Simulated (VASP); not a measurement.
Sb: vibrations by finite differences with PBE+D3(BJ)

The system is Sb.

```
CELL_PARAMETERS angstrom
2.14851 1.24044 3.65924
-2.14851 1.24044 3.65924
0.00000 -2.48089 3.65924
ATOMIC_POSITIONS crystal
Sb 0.23730 0.23730 0.23730
Sb 0.76270 0.76270 0.76270
```

```yaml
Program: VASP 6.6.1
Task: vibrations by finite differences
Functional: PBE
Dispersion: D3(BJ)
Potentials_or_basis: VASP PAW PBE potentials, release 64 (Sb)
Cutoff: 350 eV
k_mesh: 9 × 9 × 9
Occupations: gaussian, width 0.02 eV
Spin: no spin polarisation
```

```json
{
  "Highest phonon frequency at Γ": "132 cm⁻¹",
  "Dispersion energy per atom": "-0.488 eV"
}
```

Phonon frequencies in cm⁻¹ (negative: imaginary):
```csv
q point,frequencies
"(0.000, 0.000, 0.000)",0 0 0 54 54 132
```

Run time: 3.1 min on 1 thread of Intel(R) Xeon(R) Platinum 8488C (Sapphire Rapids) (shared host), peak memory 0.32 GiB.

 Spin-orbit coupling is left out, which matters for the levels of Sb.
